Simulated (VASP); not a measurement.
OSZICAR of a VASP run on PtSe2 (1T layered):

File OSZICAR:
```
...
DAV:   2    -0.142890191812E+02    0.18344E-04   -0.10922E-04   783   0.111E-01    0.150E-02
DAV:   3    -0.142890152702E+02    0.39110E-05   -0.79230E-06   811   0.318E-02    0.555E-03
DAV:   4    -0.142890142157E+02    0.10545E-05   -0.67000E-06   755   0.148E-02    0.249E-03
DAV:   5    -0.142890141867E+02    0.28960E-07   -0.34736E-07   367   0.486E-03
   7 F= -.14289014E+02 E0= -.14289014E+02  d E =-.635421E-04
       N       E                     dE             d eps       ncg     rms          rms(c)
DAV:   1    -0.142894158136E+02   -0.40160E-03   -0.84365E-03   720   0.682E-01    0.868E-02
DAV:   2    -0.142892461157E+02    0.16970E-03   -0.98926E-04   755   0.333E-01    0.452E-02
DAV:   3    -0.142892112086E+02    0.34907E-04   -0.71440E-05   804   0.960E-02    0.168E-02
DAV:   4    -0.142892024596E+02    0.87490E-05   -0.61515E-05   748   0.447E-02    0.753E-03
DAV:   5    -0.142892022212E+02    0.23844E-06   -0.33446E-06   721   0.149E-02
   8 F= -.14289202E+02 E0= -.14289202E+02  d E =-.251577E-03
       N       E                     dE             d eps       ncg     rms          rms(c)
DAV:   1    -0.142904202149E+02   -0.12178E-02   -0.33678E-02   720   0.136E+00    0.173E-01
DAV:   2    -0.142897414057E+02    0.67881E-03   -0.39523E-03   755   0.666E-01    0.907E-02
DAV:   3    -0.142896028844E+02    0.13852E-03   -0.28458E-04   825   0.192E-01    0.337E-02
DAV:   4    -0.142895688376E+02    0.34047E-04   -0.24585E-04   748   0.893E-02    0.151E-02
DAV:   5    -0.142895679351E+02    0.90257E-06   -0.13710E-05   769   0.299E-02    0.996E-03
DAV:   6    -0.142895682475E+02   -0.31243E-06   -0.15117E-06   556   0.128E-02
   9 F= -.14289568E+02 E0= -.14289568E+02  d E =-.617603E-03
       N       E                     dE             d eps       ncg     rms          rms(c)
DAV:   1    -0.142936380228E+02   -0.40701E-02   -0.13378E-01   720   0.271E+00    0.347E-01
DAV:   2    -0.142909481034E+02    0.26899E-02   -0.15592E-02   762   0.132E+00    0.180E-01
DAV:   3    -0.142903989873E+02    0.54912E-03   -0.11241E-03   811   0.381E-01    0.674E-02
DAV:   4    -0.142902631546E+02    0.13583E-03   -0.98280E-04   741   0.178E-01    0.299E-02
DAV:   5    -0.142902597031E+02    0.34514E-05   -0.55623E-05   769   0.597E-02    0.196E-02
DAV:   6    -0.142902609510E+02   -0.12478E-05   -0.63369E-06   839   0.259E-02    0.679E-03
DAV:   7    -0.142902613832E+02   -0.43225E-06   -0.12463E-06   550   0.101E-02
  10 F= -.14290261E+02 E0= -.14290261E+02  d E =-.131074E-02
       N       E                     dE             d eps       ncg     rms          rms(c)
DAV:   1    -0.143048709119E+02   -0.14610E-01   -0.53061E-01   720   0.541E+00    0.694E-01
DAV:   2    -0.142942177411E+02    0.10653E-01   -0.61411E-02   755   0.263E+00    0.359E-01
DAV:   3    -0.142920525798E+02    0.21652E-02   -0.43892E-03   825   0.753E-01    0.135E-01
DAV:   4    -0.142915041958E+02    0.54838E-03   -0.38912E-03   741   0.355E-01    0.593E-02
DAV:   5    -0.142914920288E+02    0.12167E-04   -0.22670E-04   790   0.120E-01    0.386E-02
DAV:   6    -0.142914966579E+02   -0.46291E-05   -0.26955E-05   846   0.536E-02    0.131E-02
DAV:   7    -0.142914983557E+02   -0.16977E-05   -0.49211E-06   837   0.198E-02    0.296E-03
DAV:   8    -0.142914987477E+02   -0.39203E-06   -0.56448E-07   549   0.611E-03
  11 F= -.14291499E+02 E0= -.14291499E+02  d E =-.254810E-02
       N       E                     dE             d eps       ncg     rms          rms(c)
DAV:   1    -0.143457331260E+02   -0.54235E-01   -0.20839E+00   720   0.107E+01    0.139E+00
DAV:   2    -0.143041151411E+02    0.41618E-01   -0.23844E-01   762   0.519E+00    0.715E-01
DAV:   3    -0.142956802755E+02    0.84349E-02   -0.16883E-02   832   0.148E+00    0.275E-01
DAV:   4    -0.142934436611E+02    0.22366E-02   -0.15575E-02   741   0.707E-01    0.118E-01
DAV:   5    -0.142934033502E+02    0.40311E-04   -0.92298E-04   776   0.237E-01    0.762E-02
DAV:   6    -0.142934198478E+02   -0.16498E-04   -0.11608E-04   881   0.110E-01    0.245E-02
DAV:   7    -0.142934266123E+02   -0.67645E-05   -0.17815E-05   846   0.375E-02    0.584E-03
DAV:   8    -0.142934281998E+02   -0.15875E-05   -0.23250E-06   833   0.116E-02    0.305E-03
DAV:   9    -0.142934283570E+02   -0.15721E-06   -0.23868E-07   486   0.341E-03
  12 F= -.14293428E+02 E0= -.14293428E+02  d E =-.447771E-02
       N       E                     dE             d eps       ncg     rms          rms(c)
DAV:   1    -0.144951673252E+02   -0.20174E+00   -0.80430E+00   720   0.210E+01    0.278E+00
DAV:   2    -0.143366123487E+02    0.15855E+00   -0.89775E-01   762   0.101E+01    0.142E+00
DAV:   3    -0.143048010514E+02    0.31811E-01   -0.62173E-02   832   0.284E+00    0.566E-01
DAV:   4    -0.142954456267E+02    0.93554E-02   -0.61411E-02   734   0.139E+00    0.234E-01
DAV:   5    -0.142953691560E+02    0.76471E-04   -0.34512E-03   797   0.447E-01    0.151E-01
DAV:   6    -0.142954321254E+02   -0.62969E-04   -0.46727E-04   881   0.215E-01    0.436E-02
DAV:   7    -0.142954619172E+02   -0.29792E-04   -0.60549E-05   832   0.672E-02    0.119E-02
DAV:   8    -0.142954694738E+02   -0.75566E-05   -0.10023E-05   846   0.231E-02    0.563E-03
DAV:   9    -0.142954701819E+02   -0.70814E-06   -0.82247E-07   641   0.643E-03
  13 F= -.14295470E+02 E0= -.14295470E+02  d E =-.651954E-02
       N       E                     dE             d eps       ncg     rms          rms(c)
DAV:   1    -0.143189534772E+02   -0.23484E-01   -0.93547E-01   720   0.712E+00    0.920E-01
DAV:   2    -0.143004706955E+02    0.18483E-01   -0.10526E-01   762   0.345E+00    0.469E-01
DAV:   3    -0.142967115681E+02    0.37591E-02   -0.72836E-03   832   0.980E-01    0.179E-01
DAV:   4    -0.142956795946E+02    0.10320E-02   -0.71019E-03   741   0.473E-01    0.796E-02
DAV:   5    -0.142956640427E+02    0.15552E-04   -0.42032E-04   797   0.162E-01    0.511E-02
DAV:   6    -0.142956727563E+02   -0.87136E-05   -0.56230E-05   874   0.767E-02    0.174E-02
DAV:   7    -0.142956763364E+02   -0.35801E-05   -0.10203E-05   825   0.286E-02    0.410E-03
DAV:   8    -0.142956773166E+02   -0.98020E-06   -0.13514E-06   722   0.894E-03
  14 F= -.14295677E+02 E0= -.14295677E+02  d E =-.672667E-02
       N       E                     dE             d eps       ncg     rms          rms(c)
DAV:   1    -0.142969171092E+02   -0.12408E-02   -0.31572E-02   720   0.134E+00    0.173E-01
DAV:   2    -0.142963501172E+02    0.56699E-03   -0.38371E-03   762   0.657E-01    0.851E-02
DAV:   3    -0.142962309173E+02    0.11920E-03   -0.25195E-04   790   0.181E-01    0.314E-02
DAV:   4    -0.142962042284E+02    0.26689E-04   -0.19183E-04   762   0.746E-02    0.152E-02
DAV:   5    -0.142962039638E+02    0.26460E-06   -0.68891E-06   797   0.223E-02
  15 F= -.14296204E+02 E0= -.14296204E+02  d E =-.526647E-03
       N       E                     dE             d eps       ncg     rms          rms(c)
DAV:   1    -0.143038311645E+02   -0.76269E-02   -0.28417E-01   720   0.401E+00    0.520E-01
DAV:   2    -0.142987495543E+02    0.50816E-02   -0.34560E-02   755   0.197E+00    0.258E-01
DAV:   3    -0.142976853404E+02    0.10642E-02   -0.22581E-03   790   0.541E-01    0.959E-02
DAV:   4    -0.142974492135E+02    0.23613E-03   -0.17414E-03   769   0.224E-01    0.457E-02
DAV:   5    -0.142974464023E+02    0.28112E-05   -0.64945E-05   783   0.680E-02    0.329E-02
DAV:   6    -0.142974508800E+02   -0.44777E-05   -0.14237E-05   839   0.359E-02    0.399E-03
DAV:   7    -0.142974509915E+02   -0.11145E-06   -0.13079E-06   584   0.114E-02
  16 F= -.14297451E+02 E0= -.14297451E+02  d E =-.177367E-02
       N       E                     dE             d eps       ncg     rms          rms(c)
DAV:   1    -0.143236655207E+02   -0.26215E-01   -0.11296E+00   720   0.799E+00    0.105E+00
DAV:   2    -0.143036424089E+02    0.20023E-01   -0.13767E-01   762   0.392E+00    0.519E-01
DAV:   3    -0.142994097625E+02    0.42326E-02   -0.90463E-03   769   0.108E+00    0.195E-01
DAV:   4    -0.142984483953E+02    0.96137E-03   -0.69884E-03   776   0.448E-01    0.911E-02
DAV:   5    -0.142984387153E+02    0.96800E-05   -0.26594E-04   769   0.136E-01    0.659E-02
DAV:   6    -0.142984556898E+02   -0.16975E-04   -0.60098E-05   832   0.737E-02    0.794E-03
DAV:   7    -0.142984561740E+02   -0.48413E-06   -0.55944E-06   888   0.228E-02
  17 F= -.14298456E+02 E0= -.14298456E+02  d E =-.277886E-02
       N       E                     dE             d eps       ncg     rms          rms(c)
DAV:   1    -0.142986035469E+02   -0.14786E-03   -0.66958E-02   720   0.166E+00    0.168E-01
DAV:   2    -0.142986454431E+02   -0.41896E-04   -0.31366E-03   902   0.428E-01    0.956E-02
DAV:   3    -0.142985772981E+02    0.68145E-04   -0.17525E-04   825   0.125E-01    0.530E-02
DAV:   4    -0.142985624145E+02    0.14884E-04   -0.97190E-05   818   0.714E-02    0.156E-02
DAV:   5    -0.142985632595E+02   -0.84502E-06   -0.42745E-06   804   0.153E-02
  18 F= -.14298563E+02 E0= -.14298563E+02  d E =-.107086E-03
       N       E                     dE             d eps       ncg     rms          rms(c)
DAV:   1    -0.142986512880E+02   -0.88873E-04   -0.97832E-03   720   0.634E-01    0.642E-02
DAV:   2    -0.142986548757E+02   -0.35877E-05   -0.45224E-04   909   0.162E-01    0.369E-02
DAV:   3    -0.142986431008E+02    0.11775E-04   -0.25453E-05   832   0.476E-02    0.205E-02
DAV:   4    -0.142986387349E+02    0.43660E-05   -0.14702E-05   804   0.279E-02    0.594E-03
DAV:   5    -0.142986384417E+02    0.29315E-06   -0.58962E-07   423   0.585E-03
  19 F= -.14298638E+02 E0= -.14298638E+02  d E =-.182268E-03
```

Q: Which electronic solver shows in the log?

A: It is blocked Davidson (ALGO = Normal, or the opening steps of other solvers). The INCAR had ALGO = Normal.

Q: Can the final energy be trusted as converged?

A: Self-consistency was reached. It stopped with EDIFF = 1E-6, NELM = 100, NSW = 60 and EDIFFG = -0.02 after 19 ionic steps (PBE GGA, plane waves, VASP's PBE PAW potentials (set 64)). Energy and stress use the plane-wave basis of the starting cell. Without a dispersion term in the relaxation, distances and binding between the weakly bound layers, chains or molecules are unreliable, and so is what depends on them.

The compound is PtSe2 in the 1T layered structure. This run relaxes it. Symmetry was kept, so distortions that lower it aren't found. The start is the result of an earlier pass.
